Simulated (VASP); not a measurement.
Here is a VASP 6.6.1 calculation.

INCAR

```
SYSTEM = InSbO2
PREC = Normal
ENCUT = 520
EDIFF = 1E-5
ISMEAR = 0
SIGMA = 0.15
LREAL = Auto
LASPH = .TRUE.
NELM = 80
ALGO = Fast
ISIF = 2
LWAVE = .FALSE.
LCHARG = .FALSE.
GGA = PE
```

Contents of KPOINTS:

```
Automatic mesh
0
G
  8 8 2
  0 0 0
```

File POSCAR:

```
InSbO2
1.0
    3.3425470000      0.0000000000      0.0000000000
   -1.6712740000      2.8947310000      0.0000000000
    0.0000000000      0.0000000000     13.6190600000
In Sb O
2 2 4
Direct
    0.0000000000      0.0000000000      0.0000000000
    0.0000000000      0.0000000000      0.5000000000
    0.3333330000      0.6666670000      0.2500000000
    0.6666670000      0.3333330000      0.7500000000
    0.3333330000      0.6666670000      0.0818710000
    0.6666670000      0.3333330000      0.5818710000
    0.3333330000      0.6666670000      0.4181290000
    0.6666670000      0.3333330000      0.9181290000
```

Potentials or basis: VASP PAW PBE potentials, release 64 (In_d, Sb, O).

The run is started by

```sh
$ cat potpaw_PBE.64/In_d/POTCAR potpaw_PBE.64/Sb/POTCAR potpaw_PBE.64/O/POTCAR > POTCAR
$ mpirun -np 1 vasp_std > vasp.out
```

**Question.** Estimate the band gap on the k mesh.

**Answer.** None (metal or under the smearing width).

**Question.** Estimate the pressure.

**Answer.** 0.3 GPa.

Stress tensor (GPa, compression positive):
```
0.37 0.00 0.00
0.00 0.37 0.00
0.00 0.00 0.20
```

Spin-orbit coupling is left out, which matters for the levels of Sb.
